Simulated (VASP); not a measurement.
Computed with PBEsol GGA, VASP's PBE PAW potentials (set 64) (plane waves; VASP).

VASP ran on this input.

POSCAR:
```
TiO2
1
   -1.9254137757     1.9254137757     4.8592875916
    1.9254137757    -1.9254137757     4.8592875916
    1.9254137757     1.9254137757    -4.8592875916
Ti O
2 4
Direct
  0.7500000000   0.2500000000   0.5000000000
  0.0000000000   0.0000000000   0.0000000000
  0.5419536581   0.0419536581   0.5000000000
  0.7919536581   0.7919536581   0.0000000000
  0.2080463419   0.2080463419   0.0000000000
  0.9580463419   0.4580463419   0.5000000000
```

File KPOINTS:
```
K-points
0
G
8 8 8
```

### INCAR
```
EDIFF=1E-7
LCHARG=F
ISMEAR=0   ! Gaussian
ISIF=4   ! ions and shape, fixed volume
GGA=PS   ! PBEsol
LMAXMIX=4   ! l cut-off of mixed one-centre charges
LWAVE=F
EDIFFG=-0.01
NSW=30   ! most ionic steps
NELM=100   ! most electronic steps
SIGMA=0.05
LASPH=T   ! aspherical one-centre terms
PREC=Accurate
LREAL=F
SYSTEM=TiO2
ALGO=Normal   ! blocked Davidson
IBRION=2
ENCUT=520   ! plane-wave cut-off (eV)
```

POTCAR, in this order: Ti_sv O (PBE.64 set). Program: vasp_std.

Q: Predict the energy per atom (σ→0).

A: 
```
Property                        Value
---------------------  --------------
energy per atom (σ→0)  -9.350 eV/atom
```

File OSZICAR:
```
...
       N       E                     dE             d eps       ncg     rms          rms(c)
DAV:   1    -0.561019057766E+02    0.18836E-04   -0.44631E-02  3304   0.137E+00    0.394E-02
DAV:   2    -0.561019579861E+02   -0.52209E-04   -0.79253E-04  3772   0.207E-01    0.271E-02
DAV:   3    -0.561019455045E+02    0.12482E-04   -0.27493E-05  4428   0.455E-02    0.148E-02
DAV:   4    -0.561019423344E+02    0.31701E-05   -0.15007E-05  3848   0.333E-02    0.345E-03
DAV:   5    -0.561019424402E+02   -0.10581E-06   -0.26653E-06  3648   0.128E-02    0.201E-03
DAV:   6    -0.561019424055E+02    0.34742E-07   -0.11762E-07  2244   0.310E-03
   7 F= -.56101942E+02 E0= -.56101942E+02  d E =-.177311E-04
```

The compound is TiO2 in the anatase structure, one of several forms; rutile is the usual stable one. This cell is one point of a volume scan, at 1.06 of the reference volume. Symmetry was kept, so distortions that lower it aren't found.
